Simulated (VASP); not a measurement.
A cell of PdIn (CsCl type) near equilibrium:

```yaml
crystal:
  lattice:
    - [3.24802, 0.00000, 0.00000]
    - [0.00000, 3.24802, 0.00000]
    - [0.00000, 0.00000, 3.24802]
  atoms:
    - { symbol: In, position: [0.50000, 0.50000, 0.50000] }
    - { symbol: Pd, position: [0.00000, 0.00000, 0.00000] }
```

Calculation: PBEsol GGA, VASP's PBE PAW potentials (set 64) (plane waves; VASP).

```json
[
 {"run": "as it is", "ΔE (meV/atom)": "0.0", "σxx": "0.27", "σyy": "0.27", "σzz": "0.27", "largest shear component, with its sign (GPa)": "0.00", "largest force (eV/Å)": "0.000"},
 {"run": "after one change", "ΔE (meV/atom)": "6.0", "σxx": "0.66", "σyy": "0.66", "σzz": "0.37", "largest shear component, with its sign (GPa)": "0.00", "largest force (eV/Å)": "0.322"}
]
```
Stress is in GPa, positive when the cell is compressed.

**Question.** Name the change that produced these shifts.
A. atom 1 (In) moved by 0.075 Å along z
B. biaxial strain of +2.0 % in the xy plane
C. uniaxial strain of -2.0 % along y
D. uniaxial strain of -4.0 % along x

**Answer.** A, atom 1 (In) moved by 0.075 Å along z

The compound is PdIn in the CsCl type structure. The electron count is odd and the run is not spin-polarised, which forces a metal.
